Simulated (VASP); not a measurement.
Given:

```
WSi2
1.0
   -1.61452     1.61452     3.93445
    1.61452    -1.61452     3.93445
    1.61452     1.61452    -3.93445
Si W
2 1
Direct
  0.66559   0.66559   0.00000
  0.33441   0.33441   0.00000
  0.00000   0.00000   0.00000
```

Method: PBE GGA, VASP's PBE PAW potentials (set 64) (plane waves; VASP). Run with 480 eV cut-off, 12×12×12 Γ-centred mesh, first-order Methfessel-Paxton smearing of 0.10 eV, potentials Si W_sv.

Energy and stress use the plane-wave basis of the starting cell.

Question: The ions, cell shape and volume at an external pressure of 30.0 GPa are relaxed. Predict the relaxed structure.

Answer: 
```
WSi2
1.0
   -1.55299     1.55299     3.81566
    1.55299    -1.55299     3.81566
    1.55299     1.55299    -3.81566
Si W
2 1
Direct
  0.66715   0.66715   0.00000
  0.33285   0.33285   0.00000
  0.00000   0.00000   0.00000
```
Space group I4/mmm (139), at a tolerance of 0.03 Å.

Question: How do energy and volume change from the first to the last step?

Answer: The energy (σ→0) changes by +119.2 meV/atom and the volume by -10.3 %, in 9 ionic steps.

The compound is WSi2 in the MoSi2 type structure. This run relaxes it under an external pressure of 30 GPa. Symmetry was kept, so distortions that lower it aren't found.
